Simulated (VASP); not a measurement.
# GaP: GW quasiparticle gap, part 4 of 4

Aim: the quasiparticle gap of GaP, and what it costs to get it. The cell is of the zinc-blende type, one of the forms listed for this formula. The start is a cell from a database of measured crystal structures.

VASP 6.6.1, plane waves and PAW; the level of theory is named at each step.

So far, quasiparticle gap on the mesh (eV): step 3 (G0W0, ENCUTGW 80, bands in the sums 72) 1.97; step 9 (G0W0, ENCUTGW 145, bands in the sums 168) 2.12; step 11 (G0W0, ENCUTGW 170, bands in the sums 208) 2.14; step 13 (G0W0, ENCUTGW 200, bands in the sums 264) 2.17; step 15 (G0W0, ENCUTGW 230, bands in the sums 328) 2.19.

## 17. G0W0, ENCUTGW 260, bands in the sums 392

This step: G0W0 on PBE; plane waves and PAW (Ga_d_GW, P_GW) (VASP 6.6.1).

ENCUTGW rises to 260 eV and the bands with it, to about the number of plane waves under that cutoff.

Contents of INCAR:

```
SYSTEM = GaP
PREC = Accurate
ENCUT = 430
ISMEAR = 0
SIGMA = 0.01
LREAL = .FALSE.
GGA = PE
NBANDS = 392
ALGO = EVGW0
NELMGW = 1
ENCUTGW = 260
NOMEGA = 64
PRECFOCK = Fast
NBANDSGW = 24
LWAVE = .FALSE.
LCHARG = .FALSE.
```

Contents of POSCAR:

```
GaP
1.0
    0.0000000000      2.7252500000      2.7252500000
    2.7252500000      0.0000000000      2.7252500000
    2.7252500000      2.7252500000      0.0000000000
Ga P
1 1
Direct
    0.0000000000      0.0000000000      0.0000000000
    0.7500000000      0.7500000000      0.7500000000
```

Contents of KPOINTS:

```
Automatic mesh
0
Gamma
4 4 4
0 0 0
```

Potentials, in the order of the species: Ga_d_GW and P_GW (PBE family, release 64).

On the command line:

```
> mpirun -np 8 vasp_std
```

The log of the run:

```text
[banner, memory and clock lines left out]
running    8 mpi-ranks, on    1 nodes
[...]
[... a notice as in an earlier step ...]

|                                                                             |
|           W    W    AA    RRRRR   N    N  II  N    N   GGGG   !!!           |
|           W    W   A  A   R    R  NN   N  II  NN   N  G    G  !!!           |
|           W    W  A    A  R    R  N N  N  II  N N  N  G       !!!           |
|           W WW W  AAAAAA  RRRRR   N  N N  II  N  N N  G  GGG   !            |
|           WW  WW  A    A  R   R   N   NN  II  N   NN  G    G                |
|           W    W  A    A  R    R  N    N  II  N    N   GGGG   !!!           |
|                                                                             |
|     The default for ENCUTGWSOFT is different in this version of VASP.       |
|     please manually set ENCUTGWSOFT =260 in the INCAR file.                 |
|                                                                             |

[...]
total number of BLAS operations       3191.25 Gflops
NQ=   4    0.2500    0.2500    0.0000,
|.........|.........|.........|.........|.........|.........|.........|.........
 performed       3795000 updates of chi_q(r,r)
 total number of BLAS operations       4449.67 Gflops
NQ=   5    0.5000    0.2500    0.0000,
|.........|.........|.........|.........|.........|.........|.........|.........
 performed       5327000 updates of chi_q(r,r)
 total number of BLAS operations       6314.46 Gflops
NQ=   6   -0.2500    0.2500    0.0000,
|.........|.........|.........|.........|.........|.........|.........|.........
 performed       6709000 updates of chi_q(r,r)
 total number of BLAS operations       7902.58 Gflops
NQ=   7    0.5000    0.5000    0.0000,
|.........|.........|.........|.........|.........|.........|.........|.........
 performed       7564000 updates of chi_q(r,r)
 total number of BLAS operations       8932.50 Gflops
NQ=   8   -0.2500    0.5000    0.2500,
|.........|.........|.........|.........|.........|.........|.........|.........
 performed       8644000 updates of chi_q(r,r)
 total number of BLAS operations      10288.60 Gflops
 resolving degeneracies of screened two electron integrals

 calculate QP shifts <psi_nk| G(iteration)W_0 |psi_nk>: iteration 1
 entering main loop
[key lines of the parts left out:]
E-fermi :   5.2175
```

Run time: 72 s. Hardware: 8 MPI ranks of Intel Xeon 6975P-C (Granite Rapids), shared host; peak memory 3 GiB; 7.6 min of CPU time.

Parts of OUTCAR (step 17):

```text
 QP shifts <psi_nk| G(iteration)W_0 |psi_nk>: iteration 1
 for sc-GW calculations column KS-energies equals QP-energies in previous step
 and V_xc(KS)=  KS-energies - (<T + V_ion + V_H > + <T+V_H+V_ion>^1  + <V_x>^1)
 k-point   1 :       0.0000    0.0000    0.0000
  band No.  KS-energies  QP-energies   sigma(KS)   V_xc(KS)     V^pw_x(r,r')   Z            occupation Imag(sigma)
    ...
      6      -8.0963      -8.7189     -12.3261     -11.3620     -18.6678       0.6458       2.0000       0.9362
      7       4.4052       3.6910     -13.5483     -12.6166     -14.6171       0.7666       2.0000      -0.0058
      8       4.4052       3.6910     -13.5483     -12.6166     -14.6171       0.7666       2.0000      -0.0058
      9       4.4052       3.6910     -13.5483     -12.6166     -14.6171       0.7666       2.0000      -0.0058
     10       6.2183       6.3839     -11.4126     -11.6281      -6.8650       0.7685       0.0000      -0.0747
     11       8.2588       8.3215     -10.4021     -10.4838      -5.8174       0.7658       0.0000      -0.0881
     12       8.2588       8.3215     -10.4021     -10.4838      -5.8174       0.7658       0.0000      -0.0881
     13       8.2588       8.3215     -10.4021     -10.4838      -5.8174       0.7658       0.0000      -0.0881
    ...

[... 1 part as in an earlier step ...]

[... 2 further parts left out ...]
[key lines of the parts left out:]
E-fermi :   5.2175
```

The gap is now 2.193 eV, +8 meV against the GW run before. Spin-orbit coupling is left out.

## 18. Summary

This step: GW series: G0W0 on PBE; plane waves and PAW (VASP 6.6.1).

No new run; the numbers come from the runs before.

This step gave:

* gap extrapolated to a complete basis: 2.252 eV
* direct gap extrapolated to a complete basis: 2.671 eV

G0W0 on a 4x4x4 mesh; cost is wall time times ranks on a shared host, with the step that makes the empty bands but not the self-consistent start. G0W0 series:

```tsv
response cutoff ENCUTGW (eV)	bands	quasiparticle gap (eV)	direct quasiparticle gap (eV)	cost (core minutes)
80	72	1.968	2.735	1.36
100	96	2.027	2.731	1.68
120	128	2.074	2.722	1.97
145	168	2.116	2.718	2.48
170	208	2.144	2.708	2.91
200	264	2.166	2.705	4.35
230	328	2.185	2.701	6.4
260	392	2.193	2.693	10.08
```

## 19. Outcome

- G0W0 on PBE, 392 bands, ENCUTGW 260 eV, NOMEGA 64, mesh 4×4×4: 1.625 → 2.193 eV
- G0W0 on PBE, 72 bands, ENCUTGW 80 eV, NOMEGA 64, mesh 4×4×4: 1.625 → 1.968 eV
- gap at a complete basis (linear in ENCUTGW^-3/2): 2.25 eV

**Reading.** G0W0 gives a quasiparticle gap of 2.193 eV on the mesh, 0.57 eV over the PBE gap on the same mesh. The steps of the series move the gap by +59, +46, +42, +28, +22, +20, +8 meV; the last costs 1.6 times the one before. The last step lies within a tolerance of 30 meV, picked for this account, and the last two together move the gap by +27 meV. Extrapolated from the last three points to a complete basis, the gap is 2.25 eV, +59 meV from the dearest run. The extrapolation removes the error of the response basis alone, at this mesh, ENCUT and data set. In Ga_d_GW the d shell is in the valence without all the semicore s and p states of the same shell; those stay frozen in the core, and how far that moves the GW gap wasn't tested here. Spin-orbit coupling is left out; with Ga in the cell it can split or shift band edges, by an amount that depends on which atoms form them and isn't tested here. Not tabulated here, as repeats of values shown or as unfit to read for their mesh, reference level or band range: eps2 curves (empty bands); eps1 curves and static values (empty bands); gaps (empty bands).

[Lines on the potential files, build, host, timing and source positions are cut from VASP's logs without a mark.]

[Logs are printed without paths, hosts, clocks, repeated set-up lines and the standing remarks that a program may print on its own settings, such as how far it seeks lower states.]

[Hosts, paths, dates, database ids (printed as entryN), source tags and the programs' standing remarks are cut or masked in the printed files.]

[Pressures printed for these runs are not shown converged in the cutoff: they can be off by several GPa and have the wrong sign.]
